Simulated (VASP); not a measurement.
A VASP calculation is set up with these files.

### KPOINTS
```
Automatic mesh
0
Gamma
6 6 5
0 0 0
```

**POSCAR**
```
PRu
1
    1.9346620000    -5.1124130000     0.0000000000
    1.9346620000     5.1124130000     0.0000000000
    0.0000000000     0.0000000000     3.8126780000
P Ru
2 2
Direct
  0.5640000000   0.4360000000   0.2500000000
  0.4360000000   0.5640000000   0.7500000000
  0.8547500000   0.1452500000   0.2500000000
  0.1452500000   0.8547500000   0.7500000000
```

INCAR:
```
ALGO = Normal
EDIFF = 1E-6
ENCUT = 400
GGA = PE
ISIF = 2
ISMEAR = 0
LASPH = .TRUE.
LCHARG = .FALSE.
LMAXMIX = 4
LREAL = .FALSE.
LWAVE = .FALSE.
NELM = 100
PREC = Single
SIGMA = 0.05
SYSTEM = PRu
```

POTCAR, in this order: P Ru_pv (PBE.64 set). Program: vasp_std.

Q: Translate this PBE calculation to Ansatz.

A: One equivalent input (not run):
Ansatz 0.2 input:
```yaml
crystal:
  lattice:
    - [1.9346620, -5.1124130, 0.0000000]
    - [1.9346620, 5.1124130, 0.0000000]
    - [0.0000000, 0.0000000, 3.8126780]
  atoms:
    - { symbol: P, position: [0.5640000, 0.4360000, 0.2500000] }
    - { symbol: P, position: [0.4360000, 0.5640000, 0.7500000] }
    - { symbol: Ru, position: [0.8547500, 0.1452500, 0.2500000] }
    - { symbol: Ru, position: [0.1452500, 0.8547500, 0.7500000] }
kpoints:
  mp_grid: { grid: [6, 6, 5] }
hamiltonian:
  xc: pbe
  pseudopotentials: { kind: paw }
scf:
  occupations: { method: gaussian, width: 0.05 }
  max_iter: 100
output: { forces: true, stress: true, eigenvalues: true }
```
The two are equivalent in intent, not identical: each code has its own PAW files, so the cut-off isn't converted (ENCUT is set for VASP's; basis.ecutwfc is left out, and Ansatz then takes the one that its files recommend); Ansatz stops its SCF on the density residual and VASP on the energy change (EDIFF).

The structure was generated: PRu was put into the CrB type (Cmcm), which need not be its known phase. The cell was not relaxed at this level. The k-mesh is coarse (spacing up to 0.33 per Å, 2π included), so the numbers may not be converged in it. The run is one of a series of settings (PREC = Single against the base run), some of them coarse on purpose.
